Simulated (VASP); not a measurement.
Computed with optB88-vdW, VASP's PBE PAW potentials (set 64) (plane waves; VASP 6.6.1).

A VASP calculation is set up with these files.

### KPOINTS
```
k-points along high-symmetry lines
10
Line-mode
Reciprocal
  0.000000   0.000000   0.000000 ! GAMMA
 -0.000000   0.500000   0.000000 ! M

 -0.000000   0.500000   0.000000 ! M
 -0.333333   0.666667   0.000000 ! K

 -0.333333   0.666667   0.000000 ! K
  0.000000   0.000000   0.000000 ! GAMMA

  0.000000   0.000000   0.000000 ! GAMMA
  0.000000   0.000000   0.500000 ! A

  0.000000   0.000000   0.500000 ! A
 -0.000000   0.500000   0.500000 ! L

 -0.000000   0.500000   0.500000 ! L
 -0.333333   0.666667   0.500000 ! H

 -0.333333   0.666667   0.500000 ! H
  0.000000   0.000000   0.500000 ! A

 -0.000000   0.500000   0.500000 ! L
 -0.000000   0.500000   0.000000 ! M

 -0.333333   0.666667   0.500000 ! H
 -0.333333   0.666667   0.000000 ! K
```

**POSCAR**
```
BN
1
    1.2770072314    -2.2118416278    -0.0000000000
    1.2770072314     2.2118416278     0.0000000000
    0.0000000000    -0.0000000000     4.2254507711
B N
2 2
Direct
  0.6666670000   0.3333330000   0.5002750315
  0.3333330000   0.6666670000   0.0002750315
  0.6666670000   0.3333330000   0.8747249685
  0.3333330000   0.6666670000   0.3747249685
```

**INCAR**
```
SYSTEM = BN
PREC = Accurate; ENCUT = 520; LREAL = .FALSE.
LASPH = .TRUE.; ICHARG = 11
EDIFF = 1E-7; NELM = 100; ALGO = Normal
ISMEAR = 0; SIGMA = 0.05
GGA = BO; LUSE_VDW = .TRUE.; AGGAC = 0.0
PARAM1 = 0.1833333333; PARAM2 = 0.22
LWAVE = .FALSE.; LCHARG = .FALSE.; LORBIT = 11
```

POTCAR, in this order: B N (PBE.64 set). Program: vasp_std. Read from the step before: CHGCAR.

The resulting files:

**OSZICAR**
```
       N       E                     dE             d eps       ncg     rms          rms(c)
DAV:   1     0.544657857403E+02    0.54466E+02   -0.86230E+03  2160   0.129E+03
DAV:   2    -0.268280011815E+02   -0.81294E+02   -0.75162E+02  3104   0.262E+02
DAV:   3    -0.293137106306E+02   -0.24857E+01   -0.24729E+01  2856   0.446E+01
DAV:   4    -0.293290169353E+02   -0.15306E-01   -0.15294E-01  2632   0.356E+00
DAV:   5    -0.293292244661E+02   -0.20753E-03   -0.20739E-03  2736   0.359E-01
DAV:   6    -0.293292303875E+02   -0.59214E-05   -0.59211E-05  2656   0.445E-02
DAV:   7    -0.293292306214E+02   -0.23393E-06   -0.23391E-06  2572   0.679E-03
DAV:   8    -0.293292306312E+02   -0.97903E-08   -0.98152E-08  1996   0.106E-03
   1 F= -.29329231E+02 E0= -.29329231E+02  d E =-.107410E-17
```

File OUTCAR:
```
 val. band max:        7.2706525700   @ k =  -0.0000   0.0000   0.0000

 cond. band min:      12.6630509514   @ k =  -0.3333   0.6667   0.0000



 k-point     1 :       0.0000    0.0000    0.0000
  band No.  band energies     occupation
      1     -12.8696      2.00000
      2      -8.7997      2.00000
      3      -3.4148      2.00000
      4       5.1943      2.00000
      5       5.1943      2.00000
      6       7.0009      2.00000
      7       7.2706      2.00000
      8       7.2707      2.00000
      9      15.6963      0.00000
     10      15.6963      0.00000
     11      15.9209      0.00000
     12      16.8723      0.00000

 k-point     2 :       0.0000    0.0556    0.0000
  band No.  band energies     occupation
      1     -12.8032      2.00000
      2      -8.7487      2.00000
      3      -3.3490      2.00000
      4       4.8840      2.00000
      5       5.0675      2.00000
      6       6.9322      2.00000
      7       7.0180      2.00000
      8       7.2012      2.00000
      9      15.5699      0.00000
     10      15.8322      0.00000
     11      16.0598      0.00000
     12      17.0872      0.00000

 k-point     3 :       0.0000    0.1111    0.0000
  band No.  band energies     occupation
      1     -12.6048      2.00000
      2      -8.5989      2.00000
      3      -3.1530      2.00000
      4       4.0498      2.00000
      5       4.7297      2.00000
      6       6.3148      2.00000
      7       6.7433      2.00000
      8       6.9992      2.00000
      9      15.3418      0.00000
     10      16.2013      0.00000
     11      16.2938      0.00000
     12      17.6713      0.00000

 k-point     4 :       0.0000    0.1667    0.0000
  band No.  band energies     occupation
      1     -12.2776      2.00000
      2      -8.3599      2.00000
      3      -2.8302      2.00000
      4       2.8946      2.00000
      5       4.2726      2.00000
      6       5.3241      2.00000
      7       6.4203      2.00000
...
```

The density is held fixed in this step, so its total energy and stress have no physical meaning.

The compound is BN in the wurtzite structure, a metastable high-pressure form. It was relaxed first.
